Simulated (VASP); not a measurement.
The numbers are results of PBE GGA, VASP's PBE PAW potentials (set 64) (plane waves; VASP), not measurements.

The input files of a VASP run:

**KPOINTS**
```
Automatic mesh
0
Gamma
6 6 3
0 0 0
```

### POSCAR
```
CdS
1.0
  2.1034150807  -3.6432216091   0.0000000000
  2.1034150807   3.6432216091   0.0000000000
  0.0000000000   0.0000000000   6.8323101022
Cd S
2 2
direct
  0.6666670000   0.3333330000   0.5000025332
  0.3333330000   0.6666670000   0.0000025332
  0.6666670000   0.3333330000   0.8769974668
  0.3333330000   0.6666670000   0.3769974668
```

INCAR:
```
SYSTEM=CdS
PREC=Accurate; ENCUT=520; LREAL=F
LASPH=T
EDIFF=1E-6; NELM=100; ALGO=Normal
LMAXMIX=4
ISMEAR=0; SIGMA=0.05
GGA=PE
IBRION=2; NSW=60; ISIF=3
EDIFFG=-0.02
LWAVE=F; LCHARG=F
```

POTCAR, in this order: Cd S (PBE.64 set). Program: vasp_std.

What will the output report for the number of irreducible k-points (NKPTS), largest plane-wave count, number of space-group operations, FFT grid (NGX, NGY, NGZ)?

```
Item                                           Value
--------------------------------------  ------------
number of irreducible k-points (NKPTS)            14
largest plane-wave count                        2850
number of space-group operations                  12
FFT grid (NGX, NGY, NGZ)                32 × 32 × 54
```

The compound is CdS in the wurtzite structure. It was relaxed first. The start is the result of an earlier pass.
